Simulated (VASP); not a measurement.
OSZICAR of a VASP run on PbTe (rock salt):

### OSZICAR
```
       N       E                     dE             d eps       ncg     rms          rms(c)
DAV:   1     0.155545829100E+03    0.15555E+03   -0.93397E+03   560   0.140E+03
DAV:   2     0.765127533715E+01   -0.14789E+03   -0.14539E+03   590   0.332E+02
DAV:   3    -0.285217193931E+01   -0.10503E+02   -0.10477E+02   746   0.971E+01
DAV:   4    -0.310734148323E+01   -0.25517E+00   -0.25511E+00   672   0.184E+01
DAV:   5    -0.311543467282E+01   -0.80932E-02   -0.80931E-02   734   0.281E+00    0.363E+00
DAV:   6    -0.300324925132E+01    0.11219E+00   -0.27124E-01   750   0.419E+00    0.226E+00
DAV:   7    -0.300003201657E+01    0.32172E-02   -0.81530E-02   666   0.162E+00    0.910E-01
DAV:   8    -0.300114937135E+01   -0.11174E-02   -0.85681E-03   644   0.108E+00    0.155E-01
DAV:   9    -0.300116578921E+01   -0.16418E-04   -0.95215E-04   798   0.365E-01    0.456E-02
DAV:  10    -0.300117649758E+01   -0.10708E-04   -0.10264E-04   622   0.957E-02    0.217E-02
DAV:  11    -0.300118160726E+01   -0.51097E-05   -0.32215E-05   692   0.488E-02    0.174E-02
DAV:  12    -0.300118129373E+01    0.31353E-06   -0.21960E-06   662   0.113E-02    0.114E-02
DAV:  13    -0.300118096607E+01    0.32766E-06   -0.22069E-07   628   0.389E-03    0.472E-03
DAV:  14    -0.300118091193E+01    0.54147E-07   -0.51322E-07   570   0.722E-03
   1 F= -.30011809E+01 E0= -.30011809E+01  d E =-.374738E-14
```

### Question
Which electronic solver shows in the log?

### Answer
It is blocked Davidson (ALGO = Normal, or the opening steps of other solvers). The INCAR had ALGO = Normal.

### Question
Can the final energy be trusted as converged?

### Answer
Self-consistency was reached. It stopped with EDIFF = 1E-7, NELM = 100 (rev-vdW-DF2, plane waves, VASP's PBE PAW potentials (set 64)).

The compound is PbTe in the rock salt structure. This cell is one point of a volume scan, at 0.94 of the reference volume.
